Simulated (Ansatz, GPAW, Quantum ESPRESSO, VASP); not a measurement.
## One structure in several programs: Al2Te5 (C2/m, 7 atoms in the cell)

Self-consistent single point.

```
CELL_PARAMETERS angstrom
      6.89271    -2.04951     0.00000
      6.89271     2.04951     0.00000
     -6.09401     0.00000     7.96752
ATOMIC_POSITIONS crystal
  Al 0.37050 0.37050 0.59811
  Al 0.62950 0.62950 0.40189
  Te 0.58146 0.58146 0.87375
  Te 0.41854 0.41854 0.12625
  Te 0.00000 0.00000 0.00000
  Te 0.18148 0.18148 0.59993
  Te 0.81852 0.81852 0.40007
```

Shared settings, as Ansatz (an electronic-structure program) writes them: kpoints.mp_grid.grid = 4 4 2; scf.occupations.method = fermi_dirac; scf.occupations.width = 0.0007 Ry. Potentials and cutoffs stand in the table.

```json
[
 {"code": "GPAW", "model": "PBEsol, GPAW PAW datasets PBEsol (made by gpaw-setup)", "pressure (GPa)": "2.04", "largest force (eV/Å)": "0.722", "gap on the mesh (eV)": "0.943", "cutoff": "550 eV"},
 {"code": "VASP", "model": "PBEsol, VASP's PBE PAW potentials (set 64)", "pressure (GPa)": "2.31", "largest force (eV/Å)": "0.765", "gap on the mesh (eV)": "–", "cutoff": "300 eV"},
 {"code": "Quantum ESPRESSO", "model": "PBEsol, GBRV 1.5 ultrasoft (PBESOL) pseudopotentials", "pressure (GPa)": "2.16", "largest force (eV/Å)": "0.730", "gap on the mesh (eV)": "0.905", "cutoff": "40 Ry"},
 {"code": "Ansatz", "model": "PBEsol, PAW files made with PBE", "pressure (GPa)": "2.13", "largest force (eV/Å)": "0.709", "gap on the mesh (eV)": "0.949", "cutoff": "30.9 Ry"}
]
```

Size of the force on each atom (eV/Å): Sizes of forces hide their directions.

| code | Al1 | Al2 | Te3 | Te4 | Te5 | Te6 | Te7 |
|---|---|---|---|---|---|---|---|
| GPAW | 0.055 | 0.055 | 0.651 | 0.651 | 0.000 | 0.722 | 0.722 |
| VASP | 0.054 | 0.054 | 0.710 | 0.710 | 0.000 | 0.765 | 0.765 |
| Quantum ESPRESSO | 0.063 | 0.063 | 0.686 | 0.686 | 0.000 | 0.730 | 0.730 |
| Ansatz | 0.052 | 0.052 | 0.663 | 0.663 | 0.000 | 0.709 | 0.709 |

A dash marks a value that a program does not give, or that is left out as unsure.

No gap is tabulated for VASP: it is not read from that output, or partly filled or unconverged empty levels leave it unsure.

Gaps are read on the mesh.

On Ansatz's run: spin-orbit coupling is off.

The spread over the programs that give each value: pressure within 0.27 GPa; largest force within 0.056 eV/Å; gap on the mesh within 0.044 eV.

Ansatz's pressure is given at a fixed set of plane waves, as the other plane-wave codes print theirs.

On the base mesh (3 3 2) the same programs gave: GPAW pressure 2.07 GPa, gap on the mesh 1.085 eV; Quantum ESPRESSO pressure 2.20 GPa, gap on the mesh 1.053 eV; Ansatz pressure 2.16 GPa, gap on the mesh 1.095 eV; VASP pressure 2.34 GPa.

The values differ from the base mesh's, so the mesh still matters here: the table compares the programs at equal settings.

VASP's run is marked for a possible Pulay error in its stress at this cutoff; no cutoff test was made.

The starting cell comes from a database of computed structures (which also holds hypothetical and non-ambient phases and stackings), without a prior relaxation at this level. Its lattice was rescaled by a random factor within 2.5 % of one.

Left out of this page: CP2K (on another mesh); Elk and SIESTA (not drawn, or without a comparable value).

Keys are those of Ansatz 0.2.
